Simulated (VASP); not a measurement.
Output of a VASP run:

**OSZICAR**
```
       N       E                     dE             d eps       ncg     rms          rms(c)
DAV:   1     0.139926847551E+03    0.13993E+03   -0.51496E+03  4267   0.423E+02
DAV:   2     0.782555325160E+01   -0.13210E+03   -0.11680E+03  3977   0.181E+02
DAV:   3    -0.908050922604E+01   -0.16906E+02   -0.16606E+02  4449   0.481E+01
DAV:   4    -0.955042610174E+01   -0.46992E+00   -0.46947E+00  4500   0.806E+00
DAV:   5    -0.955772345960E+01   -0.72974E-02   -0.72966E-02  5105   0.101E+00    0.543E+00
DAV:   6    -0.919566538811E+01    0.36206E+00   -0.19445E-01  5380   0.540E+00    0.306E+00
DAV:   7    -0.915915573800E+01    0.36510E-01   -0.42882E-02  5559   0.122E+00    0.117E+00
DAV:   8    -0.915623071210E+01    0.29250E-02   -0.78483E-03  5153   0.436E-01    0.185E-01
DAV:   9    -0.915643956688E+01   -0.20885E-03   -0.49813E-04  4782   0.947E-02    0.107E-01
DAV:  10    -0.915651696507E+01   -0.77398E-04   -0.50687E-05  5168   0.621E-02    0.434E-02
DAV:  11    -0.915653232938E+01   -0.15364E-04   -0.13655E-05  4411   0.303E-02    0.914E-03
DAV:  12    -0.915653269904E+01   -0.36966E-06   -0.72200E-07  5103   0.440E-03    0.629E-03
DAV:  13    -0.915653288962E+01   -0.19058E-06   -0.28893E-07  4353   0.178E-03    0.175E-03
DAV:  14    -0.915653287487E+01    0.14750E-07   -0.63188E-09  3558   0.677E-04
   1 F= -.91565329E+01 E0= -.91565329E+01  d E =-.248485E-41
 imaginary and real dielectric function
```

OUTCAR:
```
------------------------ aborting loop because EDIFF is reached ----------------------------------------
  FORCE on cell =-STRESS in cart. coord.  units (eV):
  Direction    XX          YY          ZZ          XY          YZ          ZX
  --------------------------------------------------------------------------------------
  Total        0.0054705      0.0054705      0.0054705     -0.0000000      0.0000000      0.0000000
  in kB        0.1726680      0.1726680      0.1726680     -0.0000000      0.0000000      0.0000000
  external PRESSURE =       0.1726680 kB  Pullay stress =       0.0000000 kB
  volume of cell :       50.76
      direct lattice vectors                 reciprocal lattice vectors
     0.000000000  2.938774688  2.938774688    -0.170138937  0.170138937  0.170138937
     2.938774688  0.000000000  2.938774688     0.170138937 -0.170138937  0.170138937
     2.938774688  2.938774688  0.000000000     0.170138937  0.170138937 -0.170138937
  FREE ENERGIE OF THE ION-ELECTRON SYSTEM (eV)
  ---------------------------------------------------
  free  energy   TOTEN  =        -9.1565328749 eV

  energy  without entropy=       -9.1565328749  energy(sigma->0) =       -9.15653287

 plasma frequency squared (from intraband transitions) (eV^2)
  --------------------------------------------------------------------------------------
       0.000       0.000       0.000
       0.000       0.000      -0.000
       0.000      -0.000       0.000

 plasma frequency squared (from interband transitions, int dw w eps(2)(w)) (eV^2)
  --------------------------------------------------------------------------------------
     328.981       0.000      -0.000       0.000      -0.000       0.000
      -0.000      -0.000     328.981       0.000       0.000      -0.000
      -0.000      -0.000       0.000       0.000     328.981       0.000
```
(Selected blocks of OUTCAR.)

**POSCAR**
```
InP
1
    0.0000000000     2.9387746877     2.9387746877
    2.9387746877     0.0000000000     2.9387746877
    2.9387746877     2.9387746877     0.0000000000
In P
1 1
Direct
  0.0000000000   0.0000000000   0.0000000000
  0.2500000000   0.2500000000   0.2500000000
```

Task: Write an INCAR and KPOINTS that could have produced this output.

Result: Several could match; the one computed here: the input of the run itself, PBEsol GGA, plane waves, VASP's PBE PAW potentials (set 64).

File KPOINTS:
```
Regular mesh
0
G
 10 10 10
```

**INCAR**
```
ALGO = Normal
CSHIFT = 0.1
EDIFF = 1E-7
ENCUT = 400
GGA = PS
ISMEAR = 0
LASPH = .TRUE.
LCHARG = .FALSE.
LMAXMIX = 4
LOPTICS = .TRUE.
LREAL = .FALSE.
LWAVE = .FALSE.
NBANDS = 39
NEDOS = 1001
NELM = 100
PREC = Accurate
SIGMA = 0.01
SYSTEM = InP
```

POTCAR, in this order: In_d P (PBE.64 set). Program: vasp_std.

The dielectric response may not be converged in the k-mesh; for small gaps it tends to come out too large.

The compound is InP in the zinc blende structure. It was relaxed first.
